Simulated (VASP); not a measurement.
Method: PBE GGA, VASP's PBE PAW potentials (set 64) (plane waves; VASP 6.6.1).

VASP input:

### KPOINTS
```
K-points
0
gamma
 10 10 8
0 0 0
```

### POSCAR
```
ZrB2
1
    1.6167000000    -2.8002070000     0.0000000000
    1.6167000000     2.8002070000     0.0000000000
    0.0000000000     0.0000000000     3.6006000000
Zr B
1 2
Direct
  0.0000000000   0.0000000000   0.0000000000
  0.3333330000   0.6666670000   0.5000000000
  0.6666670000   0.3333330000   0.5000000000
```

INCAR:
```
# general
SYSTEM =ZrB2
PREC   =Accurate
ENCUT  =520
LREAL  =.FALSE.
LASPH  =.TRUE.

# electronic loop
EDIFF  =1E-6
NELM   =100
ALGO   =Normal
LMAXMIX=4

# smearing
ISMEAR =1
SIGMA  =0.1

# functional
GGA    =PE

# ions
ISIF   =2

# output
LWAVE  =.FALSE.
LCHARG =.FALSE.
```

POTCAR, in this order: Zr_sv B (PBE.64 set). Program: vasp_std.

What VASP printed:

OSZICAR:
```
       N       E                     dE             d eps       ncg     rms          rms(c)
DAV:   1     0.108899724063E+03    0.10890E+03   -0.97861E+03  1820   0.137E+03
DAV:   2    -0.218261412084E+02   -0.13073E+03   -0.12613E+03  2115   0.332E+02
DAV:   3    -0.273726252175E+02   -0.55465E+01   -0.54617E+01  3040   0.589E+01
DAV:   4    -0.275038345183E+02   -0.13121E+00   -0.13116E+00  2322   0.813E+00
DAV:   5    -0.275060173548E+02   -0.21828E-02   -0.21828E-02  2858   0.946E-01    0.191E+01
DAV:   6    -0.249361208962E+02    0.25699E+01   -0.79021E+00  2185   0.192E+01    0.752E+00
DAV:   7    -0.249111339474E+02    0.24987E-01   -0.82038E-01  2749   0.586E+00    0.275E+00
DAV:   8    -0.249112477826E+02   -0.11384E-03   -0.82790E-02  2162   0.261E+00    0.717E-01
DAV:   9    -0.249090001146E+02    0.22477E-02   -0.14940E-02  2413   0.973E-01    0.140E-01
DAV:  10    -0.249089911951E+02    0.89195E-05   -0.90926E-04  2378   0.272E-01    0.401E-02
DAV:  11    -0.249090070462E+02   -0.15851E-04   -0.32536E-05  2397   0.698E-02    0.111E-02
DAV:  12    -0.249090068128E+02    0.23339E-06   -0.15590E-06  1766   0.124E-02
   1 F= -.24909007E+02 E0= -.24908944E+02  d E =-.189810E-03
```

### OUTCAR
```
------------------------ aborting loop because EDIFF is reached ----------------------------------------
  FORCE on cell =-STRESS in cart. coord.  units (eV):
  Direction    XX          YY          ZZ          XY          YZ          ZX
  --------------------------------------------------------------------------------------
  Total       -2.5752220     -2.5752228     -2.0264927      0.0000000      0.0000000      0.0000000
  in kB     -126.5612629   -126.5613044    -99.5935435      0.0000000      0.0000000      0.0000000
  external PRESSURE =    -117.5720370 kB  Pullay stress =       0.0000000 kB
  volume of cell :       32.60
      direct lattice vectors                 reciprocal lattice vectors
     1.616700000 -2.800207000  0.000000000     0.309271974 -0.178558228  0.000000000
     1.616700000  2.800207000  0.000000000     0.309271974  0.178558228  0.000000000
     0.000000000  0.000000000  3.600600000     0.000000000  0.000000000  0.277731489
 POSITION                                       TOTAL-FORCE (eV/Angst)
 -----------------------------------------------------------------------------------
      0.00000      0.00000      0.00000         0.000000      0.000000      0.000000
      1.61670      0.93340      1.80030         0.000000     -0.000000      0.000000
      1.61670     -0.93340      1.80030        -0.000000      0.000000     -0.000000
 -----------------------------------------------------------------------------------
    total drift:                                0.000000     -0.000000      0.000000
  FREE ENERGIE OF THE ION-ELECTRON SYSTEM (eV)
  ---------------------------------------------------
  free  energy   TOTEN  =       -24.9090068128 eV

  energy  without entropy=      -24.9088170029  energy(sigma->0) =      -24.90894354
```
(Selected blocks of OUTCAR.)

The compound is ZrB2 in the AlB2 type structure. The cell was not relaxed at this level.
